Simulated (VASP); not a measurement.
Input:

```xyz
2
Lattice="0.0000 2.8542 2.8542 2.8542 0.0000 2.8542 2.8542 2.8542 0.0000" Properties=species:S:1:pos:R:3 pbc="T T T"
Be     0.0000     0.0000     0.0000
Te     1.4271     1.4271     1.4271
```

Calculation: revPBE GGA, VASP's PBE PAW potentials (set 64) (plane waves; VASP). Numerical set-up: 520 eV cut-off, 8×8×8 Γ-centred mesh, Gaussian smearing of 0.050 eV, potentials Be Te.

Unless said otherwise, spin-orbit coupling is left out, though it shifts the bands of the heavy elements here.

Problem. Estimate the energy per atom (σ→0), band gap (on the k-mesh) with the smallest direct gap where there is one.

Solution. 
| Item | Result |
|---|---|
| band gap (on the k-mesh) | 2.14 eV |
| smallest direct gap (on the k-mesh) | 3.60 eV |
| energy per atom (σ→0) | -343.7 kJ/mol-atom |

The absolute energy has meaning only against runs of the same code, potentials and settings.

The compound is BeTe in the zinc blende structure. It was relaxed first.
